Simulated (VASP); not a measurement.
Level of theory: PBE GGA, VASP's PBE PAW potentials (set 64) (plane waves; VASP).

VASP ran on this input.

### POSCAR
```
Hf2Si
1
    4.5048490000     0.0000000000     0.0000000000
   -2.2524240000     3.9013130000     0.0000000000
    0.0000000000     0.0000000000     5.5196780000
Si Hf
2 4
Direct
  0.3304260000   0.6732630000   0.2638710000
  0.6551320000   0.3146350000   0.7491300000
  0.0003630000  -0.0077950000  -0.0027520000
  0.0144340000   0.0060670000   0.4951600000
  0.3431430000   0.6811410000   0.7473840000
  0.6565030000   0.3326890000   0.2472080000
```

**INCAR**
```
ALGO = Normal
EDIFF = 1E-6
ENCUT = 300
GGA = PE
ISIF = 2
ISMEAR = 0
LASPH = .True.
LCHARG = .False.
LMAXMIX = 6
LREAL = .False.
LWAVE = .False.
NELM = 100
PREC = Accurate
SIGMA = 0.05
SYSTEM = Hf2Si
```

File KPOINTS:
```
Automatic mesh
0
Gamma
3 3 2
0 0 0
```

POTCAR, in this order: Si Hf_pv (PBE.64 set). Program: vasp_std.

At this cut-off the stress carries a Pulay error, which pulls relaxed volumes low.

Problem. Estimate the energy per atom (σ→0), pressure, largest force.

Solution. 
energy per atom (σ→0): -839.8 kJ/mol of atoms
pressure: 24.17 GPa
largest force: 1.793 eV/Å

### OSZICAR
```
...
DAV:   7    -0.522964508676E+02    0.21935E+00   -0.24334E+00   644   0.846E+00    0.454E+00
DAV:   8    -0.522299915077E+02    0.66459E-01   -0.48150E-01   620   0.395E+00    0.246E+00
DAV:   9    -0.522220489175E+02    0.79426E-02   -0.90237E-02   648   0.190E+00    0.872E-01
DAV:  10    -0.522217134280E+02    0.33549E-03   -0.98542E-03   644   0.613E-01    0.292E-01
DAV:  11    -0.522216174240E+02    0.96004E-04   -0.11802E-03   656   0.199E-01    0.140E-01
DAV:  12    -0.522216262020E+02   -0.87780E-05   -0.94409E-05   704   0.563E-02    0.379E-02
DAV:  13    -0.522216252720E+02    0.92998E-06   -0.76664E-06   664   0.198E-02
   1 F= -.52221625E+02 E0= -.52221625E+02  d E =-.231486E-06
```

The structure was generated: Hf2Si was put into an ordered model structure, which need not be its known phase. The cell was not relaxed at this level, atoms are displaced from their ideal sites. The k-mesh is coarse (spacing up to 0.57 per Å, 2π included), so the numbers may not be converged in it.
